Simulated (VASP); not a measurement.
OSZICAR of a VASP run on Ge (diamond):

OSZICAR:
```
       N       E                     dE             d eps       ncg     rms          rms(c)
DAV:   1     0.160536943713E+03    0.16054E+03   -0.15452E+04  2060   0.426E+03
DAV:   2     0.108273264251E+02   -0.14971E+03   -0.14699E+03  2024   0.537E+02
DAV:   3    -0.889566361001E+01   -0.19723E+02   -0.19567E+02  2194   0.146E+02
DAV:   4    -0.950180449462E+01   -0.60614E+00   -0.60523E+00  2332   0.297E+01
DAV:   5    -0.951190081498E+01   -0.10096E-01   -0.10095E-01  2250   0.393E+00    0.339E+00
DAV:   6    -0.942559461608E+01    0.86306E-01   -0.32039E-02  2422   0.232E+00    0.198E+00
DAV:   7    -0.938097945107E+01    0.44615E-01   -0.70102E-02  2090   0.278E+00    0.170E-01
DAV:   8    -0.938328689000E+01   -0.23074E-02   -0.94294E-03  2412   0.157E+00    0.465E-02
DAV:   9    -0.938338378826E+01   -0.96898E-04   -0.54105E-04  2516   0.462E-01    0.243E-02
DAV:  10    -0.938344202581E+01   -0.58238E-04   -0.11190E-04  2232   0.710E-02    0.688E-03
DAV:  11    -0.938344378434E+01   -0.17585E-05   -0.67901E-06  2462   0.402E-02    0.222E-03
DAV:  12    -0.938344406822E+01   -0.28388E-06   -0.11707E-06  2022   0.121E-02    0.563E-04
DAV:  13    -0.938344403138E+01    0.36837E-07   -0.30653E-08  1690   0.199E-03
   1 F= -.93834440E+01 E0= -.93834679E+01  d E =0.716720E-04
```

Task: Which electronic solver shows in the log?

Result: It is blocked Davidson (ALGO = Normal, or the opening steps of other solvers). The INCAR had ALGO = Normal.

Task: Can the final energy be trusted as converged?

Result: Self-consistency was reached. It stopped with EDIFF = 1E-7, NELM = 100 (AM05 GGA, plane waves, VASP's PBE PAW potentials (set 64)).

The compound is Ge in the diamond structure. This cell is one point of a volume scan, at 0.97 of the reference volume.
